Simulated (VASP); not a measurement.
All values below come from PBE GGA, VASP's PBE PAW potentials (set 64) (plane waves; VASP).

VASP input:

INCAR:
```
ISIF=2   ! forces and stress, cell fixed
IBRION=1
PREC=Accurate
EDIFFG=-0.001
LWAVE=F
GGA=PE   ! PBE
LREAL=F   ! projection in real space or not
EDIFF=1E-8   ! SCF stop (eV)
LASPH=T   ! aspherical one-centre terms
SYSTEM=MoS2
LCHARG=F
ALGO=Normal   ! blocked Davidson
LMAXMIX=4
NELM=100
NSW=30   ! most ionic steps
SIGMA=0.05   ! width (eV)
ENCUT=400
ISMEAR=0   ! Gaussian
```

File KPOINTS:
```
Automatic mesh
0
Gamma
7 7 2
0 0 0
```

POSCAR:
```
MoS2
1
    1.5916056431    -2.7567415578     0.0000000000
    1.5916056431     2.7567415578     0.0000000000
    0.0000000000     0.0000000000    13.2912910670
Mo S
2 4
Direct
  0.3333330000   0.6666670000   0.2500000000
  0.6666670000   0.3333330000   0.7500000000
  0.3333330000   0.6666670000   0.8675317779
  0.6666670000   0.3333330000   0.3675317779
  0.6666670000   0.3333330000   0.1324682221
  0.3333330000   0.6666670000   0.6324682221
```

POTCAR, in this order: Mo_sv S (PBE.64 set). Program: vasp_std.

Without a dispersion term in the relaxation, distances and binding between the weakly bound layers, chains or molecules are unreliable, and so is what depends on them.

Problem. What does the run give for the energy per atom (σ→0)?

Solution. 
energy per atom (σ→0): -7.282 eV/atom

OSZICAR:
```
...
   2 F= -.43693019E+02 E0= -.43693019E+02  d E =-.188621E-04
       N       E                     dE             d eps       ncg     rms          rms(c)
DAV:   1    -0.436930188625E+02   -0.91368E-07   -0.21696E-05  1083   0.177E-02    0.487E-03
DAV:   2    -0.436930190292E+02   -0.16667E-06   -0.10239E-06  1117   0.439E-03    0.186E-03
DAV:   3    -0.436930190477E+02   -0.18557E-07   -0.14892E-08   810   0.728E-04    0.121E-03
DAV:   4    -0.436930190830E+02   -0.35307E-07   -0.11999E-08   751   0.587E-04    0.277E-04
DAV:   5    -0.436930190785E+02    0.45038E-08   -0.27754E-09   699   0.355E-04
   3 F= -.43693019E+02 E0= -.43693019E+02  d E =-.312691E-06
```

The compound is MoS2 in the 2H layered structure. This run relaxes the ions in a fixed cell. Symmetry was kept, so distortions that lower it aren't found. The start is the result of an earlier pass.
